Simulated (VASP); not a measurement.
All values below come from PBE GGA, VASP's PBE PAW potentials (set 64) (plane waves; VASP).

A VASP calculation is set up with these files.

**INCAR**
```
LCHARG = .FALSE.
NELM = 100   ! most electronic steps
SIGMA = 0.05   ! width (eV)
ISIF = 2   ! forces and stress, cell fixed
LASPH = .TRUE.   ! aspherical one-centre terms
LWAVE = .FALSE.
SYSTEM = BN
ALGO = Normal   ! blocked Davidson
ISMEAR = 0   ! Gaussian
LREAL = .FALSE.
EDIFF = 1E-6
ENCUT = 520   ! plane-wave cut-off (eV)
NELECT = 7.98
GGA = PE
PREC = Accurate
```

POSCAR:
```
BN
1.0
  0.0000000000   1.8075000000   1.8075000000
  1.8075000000   0.0000000000   1.8075000000
  1.8075000000   1.8075000000   0.0000000000
B N
1 1
direct
  0.0000000000   0.0000000000   0.0000000000
  0.2500000000   0.2500000000   0.2500000000
```

KPOINTS:
```
Regular mesh
0
gamma
11 11 11
```

POTCAR, in this order: B N (PBE.64 set). Program: vasp_std.

Output of the run:

File OSZICAR:
```
       N       E                     dE             d eps       ncg     rms          rms(c)
DAV:   1     0.920604431921E+01    0.92060E+01   -0.45782E+03   960   0.868E+02
DAV:   2    -0.183213463652E+02   -0.27527E+02   -0.26981E+02  1224   0.173E+02
DAV:   3    -0.185191442363E+02   -0.19780E+00   -0.19764E+00  1040   0.182E+01
DAV:   4    -0.185193275688E+02   -0.18333E-03   -0.18333E-03  1216   0.483E-01
DAV:   5    -0.185193276598E+02   -0.90970E-07   -0.91001E-07   984   0.748E-03    0.662E+00
DAV:   6    -0.176804527496E+02    0.83887E+00   -0.32673E+00  1136   0.133E+01    0.327E+00
DAV:   7    -0.176085892789E+02    0.71863E-01   -0.94748E-02  1160   0.298E+00    0.189E+00
DAV:   8    -0.175946131513E+02    0.13976E-01   -0.40103E-02  1024   0.183E+00    0.188E-01
DAV:   9    -0.175948218149E+02   -0.20866E-03   -0.56294E-04   920   0.256E-01    0.741E-02
DAV:  10    -0.175948941727E+02   -0.72358E-04   -0.13373E-04  1272   0.117E-01    0.151E-02
DAV:  11    -0.175948988395E+02   -0.46668E-05   -0.76083E-06  1024   0.271E-02    0.693E-03
DAV:  12    -0.175948988399E+02   -0.41200E-09   -0.13113E-06   472   0.964E-03
   1 F= -.17594899E+02 E0= -.17594619E+02  d E =-.560381E-03
```

### OUTCAR
```
------------------------ aborting loop because EDIFF is reached ----------------------------------------
  FORCE on cell =-STRESS in cart. coord.  units (eV):
  Direction    XX          YY          ZZ          XY          YZ          ZX
  --------------------------------------------------------------------------------------
  Total        0.0000149      0.0000149      0.0000149      0.0000000     -0.0000000      0.0000000
  in kB        0.0020154      0.0020154      0.0020154      0.0000000     -0.0000000      0.0000000
  external PRESSURE =       0.0020154 kB  Pullay stress =       0.0000000 kB
  volume of cell :       11.81
      direct lattice vectors                 reciprocal lattice vectors
     0.000000000  1.807500000  1.807500000    -0.276625173  0.276625173  0.276625173
     1.807500000  0.000000000  1.807500000     0.276625173 -0.276625173  0.276625173
     1.807500000  1.807500000  0.000000000     0.276625173  0.276625173 -0.276625173
  FREE ENERGIE OF THE ION-ELECTRON SYSTEM (eV)
  ---------------------------------------------------
  free  energy   TOTEN  =       -17.5948988399 eV

  energy  without entropy=      -17.5943384588  energy(sigma->0) =      -17.59461865
```
(Selected blocks of OUTCAR.)

The cell is charged, with a uniform compensating background.

The compound is BN in the zinc blende structure. The cell was not relaxed at this level. The run is one of a series of settings (NELECT = 7.98 against the base run), some of them coarse on purpose.
